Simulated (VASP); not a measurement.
Sr₂C in VASP 6.6.1, single-point calculation

INCAR

```
GGA = PS
IBRION = -1
NBANDS = 14
EDIFF = 1E-7
LREAL = .FALSE.
LASPH = .TRUE.
PREC = Single
LWAVE = .FALSE.
NELM = 120
NSW = 0
ISIF = 2
LCHARG = .FALSE.
ISMEAR = -1
SIGMA = 0.02
ENCUT = 520
```

KPOINTS

```
KPOINTS created by Atomic Simulation Environment
0
Gamma
6 6 6
0 0 0
```

POSCAR

```
C  Sr
 1.0000000000000000
     0.0000000000000000    3.3601424488749654    3.3601424488749654
     3.3601424488749654    0.0000000000000000    3.3601424488749654
     3.3601424488749654    3.3601424488749654   -0.0000000000000000
 C   Sr
   1   2
Cartesian
 -0.0000000000000000 -0.0000000000000000 -0.0000000000000000
  1.6800712244374825  1.6800712244374825  1.6800712244374825
  5.0402136733124472  5.0402136733124472  5.0402136733124472
```

The recommended PBE PAW datasets give the neutral cell 24 valence electrons.

Command

```
mpirun -np 1 vasp_std
```

Task: Predict the outcome of this run.

Result: It converged. Results: gap between bands v and c on the k mesh -0.12 eV (bands overlap: a metal); least direct gap on the k mesh 0.00 eV; pressure -1.5 GPa. Band v is the last that the valence electrons fill when counted band by band, and c is the next.

OSZICAR

```
N       E                     dE             d eps       ncg     rms          rms(c)
DAV:   1     0.129917308804E+03    0.12992E+03   -0.12468E+04   448   0.157E+03
DAV:   2    -0.108363561424E+01   -0.13100E+03   -0.13051E+03   520   0.307E+02
DAV:   3    -0.142396365684E+02   -0.13156E+02   -0.12531E+02   788   0.732E+01
DAV:   4    -0.146073609077E+02   -0.36772E+00   -0.36772E+00   592   0.113E+01
DAV:   5    -0.146196954726E+02   -0.12335E-01   -0.12335E-01   732   0.161E+00    0.201E+01
DAV:   6    -0.120019179590E+02    0.26178E+01   -0.36952E+01   490   0.176E+01    0.245E+01
DAV:   7    -0.116333276331E+02    0.36859E+00   -0.43429E+00   496   0.718E+00    0.135E+01
DAV:   8    -0.115739687488E+02    0.59359E-01   -0.49162E-01   698   0.343E+00    0.125E+00
DAV:   9    -0.115601684535E+02    0.13800E-01   -0.11979E-01   612   0.887E-01    0.435E-01
DAV:  10    -0.115606787240E+02   -0.51027E-03   -0.55568E-03   604   0.304E-01    0.124E-01
DAV:  11    -0.115604252324E+02    0.25349E-03   -0.27266E-03   620   0.132E-01    0.293E-02
DAV:  12    -0.115604289568E+02   -0.37243E-05   -0.18530E-04   628   0.444E-02    0.300E-02
DAV:  13    -0.115604239198E+02    0.50370E-05   -0.39663E-05   670   0.168E-02    0.688E-03
DAV:  14    -0.115604238207E+02    0.99012E-07   -0.11745E-06   470   0.549E-03    0.152E-03
DAV:  15    -0.115604237492E+02    0.71566E-07   -0.13051E-07   428   0.167E-03
   1 F= -.11560424E+02 E0= -.11559691E+02  d E =-.146627E-02
```

For comparison, a separate PBEsol run of the intended cell, on usual settings and not on those above, gives a gap of -0.12 eV on its mesh and a pressure of -1.5 GPa.
